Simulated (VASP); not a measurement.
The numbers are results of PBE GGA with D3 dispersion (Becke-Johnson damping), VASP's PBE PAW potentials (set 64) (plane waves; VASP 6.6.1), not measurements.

VASP ran on this input.

### KPOINTS
```
Automatic mesh
0
Gamma
11 11 11
0 0 0
```

INCAR:
```
LASPH=.TRUE.   # aspherical one-centre terms
PREC=Accurate
LMAXMIX=4   # l cut-off of mixed one-centre charges
LWAVE=.FALSE.
ENCUT=520   # plane-wave cut-off (eV)
ISMEAR=1   # Methfessel-Paxton
LREAL=.FALSE.
EDIFF=1E-7
ALGO=Normal
GGA=PE   # PBE
LCHARG=.FALSE.
SIGMA=0.1   # width (eV)
SYSTEM=Ge
ISIF=2   # forces and stress, cell fixed
IVDW=12   # D3, Becke-Johnson
NELM=100   # most electronic steps
```

File POSCAR:
```
Ge
1
    0.0000000000     2.8491217723     2.8491217723
    2.8491217723     0.0000000000     2.8491217723
    2.8491217723     2.8491217723     0.0000000000
Ge
2
Direct
  0.0000000000   0.0000000000   0.0000000000
  0.2500000000   0.2500000000   0.2500000000
```

POTCAR, in this order: Ge_d (PBE.64 set). Program: vasp_std.

### Question
What will the output report for the number of irreducible k-points (NKPTS), largest plane-wave count, number of space-group operations, FFT grid (NGX, NGY, NGZ)?

### Answer

```yaml
number of irreducible k-points (NKPTS): 56
largest_plane_wave_count: 1267
number_of_space_group_operations: 48
FFT grid (NGX, NGY, NGZ): 30 × 30 × 30
```

The compound is Ge in the diamond structure. It was relaxed first.
